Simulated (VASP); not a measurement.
Crystal: Si2WC3.

```
Si W C
1.0
     3.20704    0.00000    0.00000
     0.00000    3.20704    0.00000
     0.00000    0.00000    7.19293
Si W C
2 1 3
Direct
  0.50000 0.00000 0.73448
  0.00000 0.50000 0.26552
  0.50000 0.50000 0.00000
  0.50000 0.00000 0.38616
  0.00000 0.50000 0.61384
  0.00000 0.00000 0.00000
```

The cell was built by a generator and needn't be a form met in nature.

| Item | Value |
| --- | --- |
| Program | VASP 6.6.1 |
| Task | relaxation of cell and atoms |
| Functional | PBE |
| Potentials or basis | VASP PAW PBE potentials, release 64 (Si, W_sv, C) |
| Cutoff | 520 eV |
| k mesh | 5 × 5 × 3 |
| Occupations | gaussian, width 0.15 eV |
| Spin | no spin polarisation |

At the start: pressure -19.0 GPa; volume 12.33 Å³/atom.

Task: Where does the relaxation end?

Result: Over 11 steps the energy falls by 930.3 meV/atom and the volume is 10.31 Å³/atom (-16.4 %); space group P-4m2 (No. 115, to 0.05 Å).

Step by step:
```
step  energy change (eV)  largest force (eV/Å)  pressure (GPa)  volume (Å³)
   1              0.0000                4.2439          -18.97        73.98
   2             -2.9504                4.7792           12.31        59.32
   3             -3.0510                4.5490           26.92        56.36
   4             -4.4377                2.2058           28.12        56.11
   5             -4.7925                1.5320           35.25        55.85
   6             -5.4459                0.2619          -10.77        64.87
   7             -5.5669                0.4136           -0.02        62.04
   8             -5.5667                0.3888           -0.54        62.16
   9             -5.5747                0.2511           -0.68        62.15
  10             -5.5804                0.0706           -0.66        62.12
  11             -5.5818                0.0651           -0.05        61.86
```

Final structure:
```
CELL_PARAMETERS angstrom
2.89189 0.00000 0.00000
0.00000 2.89189 0.00000
0.00000 0.00000 7.39625
ATOMIC_POSITIONS crystal
Si 0.50000 0.00000 0.63888
Si 0.00000 0.50000 0.36112
W 0.50000 0.50000 0.00000
C 0.50000 0.00000 0.36037
C 0.00000 0.50000 0.63963
C 0.00000 0.00000 0.00000
```

Caveat: the k mesh is coarse (spacing up to 0.39 Å⁻¹), so the values aren't converged; the volume moved by over 15 % at a fixed basis, so the end points are rough.
